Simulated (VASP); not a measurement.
An input for Ansatz (written as the equivalent of a VASP run, and not itself run):

Ansatz 0.2 input:
```yaml
crystal:
  lattice:
    - [3.5922010, 0.0000000, 0.0000000]
    - [-1.7961010, 3.1109370, 0.0000000]
    - [0.0000000, 0.0000000, 5.8322750]
  atoms:
    - { symbol: Pr, position: [0.3333330, 0.6666670, 0.2500000], spin: 2 }
    - { symbol: Pr, position: [0.6666670, 0.3333330, 0.7500000], spin: 2 }
kpoints:
  mp_grid: { grid: [8, 8, 5] }
hamiltonian:
  xc: pbe
  pseudopotentials: { kind: paw }
magnetization: { spin_polarized: true }
scf:
  occupations: { method: gaussian, width: 0.272 }
  max_iter: 100
output: { forces: true, stress: true, eigenvalues: true }
```

### Question
Write the VASP files for the same calculation (PBE).

### Answer
Several could match; the one computed here: 
### KPOINTS
```
Automatic mesh
0
Gamma
8 8 5
0 0 0
```

### POSCAR
```
Pr
1
    3.5922010000     0.0000000000     0.0000000000
   -1.7961010000     3.1109370000     0.0000000000
    0.0000000000     0.0000000000     5.8322750000
Pr
2
Direct
  0.3333330000   0.6666670000   0.2500000000
  0.6666670000   0.3333330000   0.7500000000
```

**INCAR**
```
EDIFF = 1E-6
ISIF = 2   ! forces and stress, cell fixed
ISMEAR = 0
GGA = PE   ! PBE
PREC = Accurate
SIGMA = 0.272   ! width (eV)
LMAXMIX = 6   ! l cut-off of mixed one-centre charges
LCHARG = F
SYSTEM = Pr
NELM = 100   ! most electronic steps
LREAL = F   ! projection in real space or not
LORBIT = 11
LWAVE = F
ALGO = Normal   ! blocked Davidson
LASPH = T   ! aspherical one-centre terms
ENCUT = 300
ISPIN = 2
MAGMOM = 2.0 2.0
```

POTCAR, in this order: Pr (PBE.64 set). Program: vasp_std.

Limits of the translation: each code has its own PAW files, so the cut-off isn't converted (ENCUT is set for VASP's; basis.ecutwfc is left out, and Ansatz then takes the one that its files recommend); Ansatz stops its SCF on the density residual and VASP on the energy change (EDIFF).

The structure was generated: Pr was put into an ordered model structure, which need not be its known phase. The cell was not relaxed at this level, and its volume differs by -5.9 % from the start's.
